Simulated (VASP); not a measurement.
Output of a VASP run:

**OSZICAR**
```
       N       E                     dE             d eps       ncg     rms          rms(c)
DAV:   1     0.158188303208E+03    0.15819E+03   -0.11545E+04  1709   0.201E+03
DAV:   2    -0.218901373162E+01   -0.16038E+03   -0.15676E+03  1750   0.402E+02
DAV:   3    -0.958607203572E+01   -0.73971E+01   -0.73682E+01  2163   0.932E+01
DAV:   4    -0.970746075291E+01   -0.12139E+00   -0.12137E+00  2011   0.113E+01
DAV:   5    -0.971288989493E+01   -0.54291E-02   -0.54291E-02  2515   0.218E+00    0.705E+00
DAV:   6    -0.948617157204E+01    0.22672E+00   -0.71691E-01  1869   0.117E+01    0.314E+00
DAV:   7    -0.944464235346E+01    0.41529E-01   -0.97323E-02  2300   0.602E+00    0.164E+00
DAV:   8    -0.943415423214E+01    0.10488E-01   -0.27133E-02  2093   0.183E+00    0.430E-01
DAV:   9    -0.943308753259E+01    0.10667E-02   -0.22387E-03  2142   0.863E-01    0.627E-02
DAV:  10    -0.943307964529E+01    0.78873E-05   -0.60924E-05  2347   0.126E-01    0.229E-02
DAV:  11    -0.943307929899E+01    0.34630E-06   -0.49371E-06  1946   0.251E-02
   1 F= -.94330793E+01 E0= -.94325828E+01  d E =-.943308E+01
       N       E                     dE             d eps       ncg     rms          rms(c)
DAV:   1    -0.944166967995E+01   -0.85900E-02   -0.17921E-01  1820   0.753E+00    0.640E-01
DAV:   2    -0.943408039396E+01    0.75893E-02   -0.34172E-02  1750   0.249E+00    0.205E-01
DAV:   3    -0.943325063907E+01    0.82975E-03   -0.26808E-03  2231   0.987E-01    0.836E-02
DAV:   4    -0.943311223700E+01    0.13840E-03   -0.38631E-04  2501   0.369E-01    0.781E-02
DAV:   5    -0.943310513866E+01    0.70983E-05   -0.13899E-05  1883   0.406E-02    0.438E-02
DAV:   6    -0.943310314761E+01    0.19911E-05   -0.94047E-06  2096   0.325E-02    0.515E-03
DAV:   7    -0.943310335987E+01   -0.21226E-06   -0.25015E-07  1071   0.590E-03
   2 F= -.94331034E+01 E0= -.94325880E+01  d E =-.240609E-04
       N       E                     dE             d eps       ncg     rms          rms(c)
DAV:   1    -0.943499186176E+01   -0.18887E-02   -0.37678E-02  1806   0.348E+00    0.290E-01
DAV:   2    -0.943340737728E+01    0.15845E-02   -0.70713E-03  1694   0.114E+00    0.945E-02
DAV:   3    -0.943323297422E+01    0.17440E-03   -0.55047E-04  2252   0.446E-01    0.389E-02
DAV:   4    -0.943320109559E+01    0.31879E-04   -0.82315E-05  2458   0.171E-01    0.352E-02
DAV:   5    -0.943319879366E+01    0.23019E-05   -0.26977E-06  1802   0.181E-02    0.214E-02
DAV:   6    -0.943319654479E+01    0.22489E-05   -0.20572E-06  1899   0.140E-02    0.223E-03
DAV:   7    -0.943319646806E+01    0.76730E-07   -0.64088E-08   910   0.288E-03
   3 F= -.94331965E+01 E0= -.94326900E+01  d E =-.117169E-03
```

File OUTCAR:
```
------------------------ aborting loop because EDIFF is reached ----------------------------------------
  FORCE on cell =-STRESS in cart. coord.  units (eV):
  Direction    XX          YY          ZZ          XY          YZ          ZX
  --------------------------------------------------------------------------------------
  Total        0.0043038      0.0043038      0.0043038      0.0000000     -0.0000000     -0.0000000
  in kB        0.2014532      0.2014532      0.2014532      0.0000000     -0.0000000     -0.0000000
  external PRESSURE =       0.2014532 kB  Pullay stress =       0.0000000 kB
  volume of cell :       34.23
      direct lattice vectors                 reciprocal lattice vectors
     3.246842944 -0.000000000 -0.000000000     0.307991491  0.000000000 -0.000000000
    -0.000000000  3.246842944 -0.000000000     0.000000000  0.307991491 -0.000000000
     0.000000000  0.000000000  3.246842944     0.000000000  0.000000000  0.307991491
 POSITION                                       TOTAL-FORCE (eV/Angst)
 -----------------------------------------------------------------------------------
      1.62342      1.62342      1.62342         0.000000      0.000000      0.000000
      0.00000      0.00000      0.00000        -0.000000     -0.000000      0.000000
 -----------------------------------------------------------------------------------
    total drift:                                0.000000      0.000000     -0.000000
  FREE ENERGIE OF THE ION-ELECTRON SYSTEM (eV)
  ---------------------------------------------------
  free  energy   TOTEN  =        -9.4331964681 eV

  energy  without entropy=       -9.4316771343  energy(sigma->0) =       -9.43269002

 reached required accuracy - stopping structural energy minimisation
```
(Selected blocks of OUTCAR.)

### POSCAR
```
PdIn
1
    3.2500000000     0.0000000000     0.0000000000
    0.0000000000     3.2500000000     0.0000000000
    0.0000000000     0.0000000000     3.2500000000
In Pd
1 1
Direct
  0.5000000000   0.5000000000   0.5000000000
  0.0000000000   0.0000000000   0.0000000000
```

### Question
Write an INCAR and KPOINTS that could have produced this output.

### Answer
One answer among several that fit: the input of the run itself, AM05 GGA, plane waves, VASP's PBE PAW potentials (set 64).

INCAR:
```
SIGMA = 0.1   # width (eV)
LREAL = .FALSE.   # projection in real space or not
LASPH = .TRUE.   # aspherical one-centre terms
EDIFF = 1E-6   # SCF stop (eV)
ISIF = 3   # ions, shape and volume
SYSTEM = PdIn
NSW = 60   # most ionic steps
LCHARG = .FALSE.
ENCUT = 520
ALGO = Normal   # blocked Davidson
LMAXMIX = 4   # l cut-off of mixed one-centre charges
GGA = AM   # AM05
IBRION = 2   # conjugate gradients
ISMEAR = 1   # Methfessel-Paxton
EDIFFG = -0.01   # ionic stop
NELM = 100
PREC = Accurate
LWAVE = .FALSE.
```

### KPOINTS
```
Automatic
0
G
  10 10 10
0 0 0
```

POTCAR, in this order: In_d Pd (PBE.64 set). Program: vasp_std.

The compound is PdIn in the CsCl type structure. This run relaxes it. Symmetry was kept, so distortions that lower it aren't found. The electron count is odd and the run is not spin-polarised, which forces a metal.
